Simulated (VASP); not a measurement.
# BiCl₃: atomisation energy, by ENCUT and potentials

BiCl₃, molecule in box, 4 atoms in the cell.

| ENCUT (eV) | Potentials | Atomisation energy (eV) | Shortest bond (Å) | Time (s) |
|---|---|---|---|---|
| 390 | Cl_GW, Bi_d_GW | 9.56 | 2.473 | 268 |
| 390 | Cl, Bi | 9.54 | 2.473 | 175 |
| 625 | Cl_h, Bi_d | 9.54 | 2.471 | 391 |

## Input of the first row

INCAR.step1:
```
SYSTEM = BiCl3
ALGO = All
EDIFF = 1E-6
ENCUT = 390
GGA = RP
ISEARCH = 1
ISMEAR = 0
ISPIN = 2
ISYM = 0
LASPH = .TRUE.
LCHARG = .FALSE.
LMAXMIX = 4
LREAL = .FALSE.
LWAVE = .FALSE.
MAGMOM = 1
NBANDS = 10
NELM = 300
PREC = Accurate
SIGMA = 0.002
```

INCAR.step2, as INCAR.step1 but for:
```
- MAGMOM = 1
- NBANDS = 10
+ MAGMOM = 3
+ NBANDS = 14
```

INCAR.step3:
```
SYSTEM = BiCl3
ALGO = Normal
EDIFF = 1E-6
EDIFFG = -0.01
ENCUT = 390
GGA = RP
IBRION = 2
ISMEAR = 0
ISYM = 0
LASPH = .TRUE.
LCHARG = .FALSE.
LREAL = .FALSE.
LWAVE = .FALSE.
NELM = 120
NSW = 40
PREC = Accurate
SIGMA = 0.01
```

KPOINTS:
```
Automatic mesh
0
Gamma
  1 1 1
  0 0 0
```

POSCAR.step1:
```
Cl
1.0
   12.0000000000      0.0000000000      0.0000000000
    0.0000000000     12.4000000000      0.0000000000
    0.0000000000      0.0000000000     12.8000000000
Cl
1
Direct
    0.5000000000      0.5000000000      0.5000000000
```

POSCAR.step2:
```
Bi
1.0
   12.0000000000      0.0000000000      0.0000000000
    0.0000000000     12.4000000000      0.0000000000
    0.0000000000      0.0000000000     12.8000000000
Bi
1
Direct
    0.5000000000      0.5000000000      0.5000000000
```

POSCAR.step3:
```
BiCl3
1.0
   13.6600000000      0.0000000000      0.0000000000
    0.0000000000     13.6600000000      0.0000000000
    0.0000000000      0.0000000000     13.6600000000
Cl Bi
3 1
Direct
    0.5681825525      0.5527778033      0.6201770217
    0.5041285008      0.3659718292      0.4276101749
    0.4599180102      0.6340281708      0.3798229783
    0.4318174475      0.5105017006      0.5088980288
```

Commands (each step's output is kept before the next begins):
```
cat potpaw_PBE.64/Cl_GW/POTCAR > POTCAR
cp INCAR.step1 INCAR
cp POSCAR.step1 POSCAR
mpirun -np 4 vasp_gam > vasp.out
cat potpaw_PBE.64/Bi_d_GW/POTCAR > POTCAR
rm WAVECAR CHG
cp INCAR.step2 INCAR
cp POSCAR.step2 POSCAR
mpirun -np 4 vasp_gam > vasp.out
cat potpaw_PBE.64/Cl_GW/POTCAR potpaw_PBE.64/Bi_d_GW/POTCAR > POTCAR
rm WAVECAR CHG
cp INCAR.step3 INCAR
cp POSCAR.step3 POSCAR
mpirun -np 4 vasp_gam > vasp.out
```

Changes of the last row against the first:
```
(all steps)
- ENCUT = 390
+ ENCUT = 625
- cat potpaw_PBE.64/Cl_GW/POTCAR > POTCAR
- cat potpaw_PBE.64/Bi_d_GW/POTCAR > POTCAR
- cat potpaw_PBE.64/Cl_GW/POTCAR potpaw_PBE.64/Bi_d_GW/POTCAR > POTCAR
+ cat potpaw_PBE.64/Cl_h/POTCAR > POTCAR
+ cat potpaw_PBE.64/Bi_d/POTCAR > POTCAR
+ cat potpaw_PBE.64/Cl_h/POTCAR potpaw_PBE.64/Bi_d/POTCAR > POTCAR
```

VASP 6.6.1 took 268 s on 4 cores (Intel Xeon Platinum 8259CL @ 2.50GHz (Skylake/Cascade Lake)), a shared host.
